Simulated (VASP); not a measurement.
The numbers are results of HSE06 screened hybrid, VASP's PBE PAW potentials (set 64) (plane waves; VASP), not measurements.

VASP ran on this input.

KPOINTS:
```
Regular mesh
0
gamma
1 1 1
```

POSCAR:
```
Al32As31Si
1
   11.4648462108     0.0000000000     0.0000000000
    0.0000000000    11.4648462108     0.0000000000
    0.0000000000     0.0000000000    11.4648462108
Al As Si
32 31 1
Direct
  0.4998611062   0.0000213923   0.0003629580
  0.7497640459   0.2501949394   0.0006701779
  0.7498789573   0.0001895489   0.2501201586
  0.9999538609   0.9999286905   0.0001112682
  0.2503043418   0.2496828607   0.0004561087
  0.5002092478   0.4996785362   0.0007057399
  0.7501803442   0.7498428116   0.0002502524
  0.2498345748   0.9997280914   0.2497943453
  0.5020785318   0.2512485518   0.2533907374
  0.7481305682   0.4976171532   0.2523553037
  0.5001158687   0.9998373706   0.5001491968
  0.7484590695   0.2511957113   0.4989975687
  0.7503317362   0.9997038948   0.7503414927
  0.9999445263   0.5000351314   0.0002470985
  0.2500286489   0.7498374408   0.0001250704
  0.9996185519   0.2502268240   0.2501491804
  0.2505229016   0.4997627337   0.2502699693
  0.5002283455   0.7493344358   0.2503698388
  0.9999973276   0.9997812762   0.5003239257
  0.2499960252   0.2500775076   0.5000852609
  0.5014162862   0.4978028154   0.4994974085
  0.7498009316   0.7494878918   0.4998233048
  0.2500426326   0.9999010299   0.7500953047
  0.5000330620   0.2500318278   0.7500547511
  0.7498180026   0.4999740554   0.7500206850
  0.9999962635   0.7498763418   0.2498877688
  0.9997863247   0.5000139950   0.4997374601
  0.2500716211   0.7498256958   0.5002581105
  0.0000846344   0.2496051751   0.7503829333
  0.2496773203   0.5001926272   0.7504687822
  0.4997512230   0.7499899212   0.7504212441
  0.9999779154   0.7498961960   0.7500413097
  0.6247299905   0.1250567727   0.1251973058
  0.8751263117   0.3752873464   0.1248808224
  0.8751573510   0.1248829434   0.3751731530
  0.1249137400   0.1250339700   0.1250137373
  0.3752740786   0.3746089828   0.1254217438
  0.6252835437   0.6250559552   0.1249889722
  0.8750580718   0.8750504650   0.1249844190
  0.3744900023   0.1245106078   0.3752127887
  0.8751821022   0.6252745158   0.3747301935
  0.6250446061   0.1246409428   0.6254638093
  0.8753059903   0.3750717659   0.6253369396
  0.8749019615   0.1250579071   0.8752141919
  0.1250794746   0.6250131161   0.1250336322
  0.3750524604   0.8748757490   0.1250692559
  0.1249881003   0.3750589589   0.3749484632
  0.3749389031   0.6250188105   0.3754278795
  0.6250240836   0.8749675795   0.3749825610
  0.1248912406   0.1248928460   0.6251548987
  0.3742477780   0.3750352526   0.6258025782
  0.6247779810   0.6254502200   0.6254925610
  0.8749575236   0.8749350464   0.6250100925
  0.3749394252   0.1249161680   0.8751499198
  0.6249805945   0.3750086484   0.8751417134
  0.8751157022   0.6251325692   0.8751159967
  0.1249765148   0.8749649499   0.3750550362
  0.1249813205   0.6251156754   0.6250718870
  0.3748696368   0.8749008234   0.6251988892
  0.1250025854   0.3750104423   0.8753433809
  0.3749951147   0.6249693779   0.8752259607
  0.6249741434   0.8750981795   0.8752489663
  0.1249880804   0.8750521922   0.8750152716
  0.6250737890   0.3756867456   0.3761822648
```

### INCAR
```
AEXX=0.25
ALGO=Normal
EDIFF=1E-5
ENCUT=400
GGA=PE
HFSCREEN=0.2
ISIF=0
ISMEAR=0
ISYM=0
LASPH=.TRUE.
LCHARG=.FALSE.
LHFCALC=.TRUE.
LMAXMIX=4
LREAL=Auto
LWAVE=.FALSE.
NELECT=254.0
NELM=50
NELMIN=4
PREC=Normal
PRECFOCK=Fast
SIGMA=0.05
SYSTEM=Al32As31Si
```

POTCAR, in this order: Al As Si (PBE.64 set). Program: vasp_gam. Read from the step before: WAVECAR.

The cell is charged, with a uniform compensating background. The supercell is sampled at Γ alone, which is coarse: total energies, pressure and levels can be off, energies of defects by several tenths of an eV.

### Question
What does the run give for the energy per atom (σ→0)?

### Answer

The energy per atom (σ→0) comes out as -5.467 eV/atom.

### OSZICAR
```
...
DAV:  24    -0.349862268607E+03    0.20942E-04   -0.19034E-03   352   0.410E-02    0.970E-02
DAV:  25    -0.349862195187E+03    0.73420E-04   -0.11995E-03   360   0.362E-02    0.822E-02
DAV:  26    -0.349862106424E+03    0.88763E-04   -0.65701E-04   352   0.302E-02    0.669E-02
DAV:  27    -0.349862031320E+03    0.75103E-04   -0.30508E-04   352   0.235E-02    0.535E-02
DAV:  28    -0.349861984202E+03    0.47118E-04   -0.12577E-04   336   0.168E-02    0.424E-02
DAV:  29    -0.349861965901E+03    0.18301E-04   -0.70189E-05   288   0.114E-02    0.338E-02
DAV:  30    -0.349861969008E+03   -0.31072E-05   -0.80155E-05   216   0.799E-03
   1 F= -.34986197E+03 E0= -.34985884E+03  d E =-.625912E-02
```

The cell is a supercell with a defect, built from AlAs (zinc blende): Si_As, charge +1. The cell's shape comes from a PBE relaxation. The run is not spin-polarised, so no state with unpaired spins was tried.
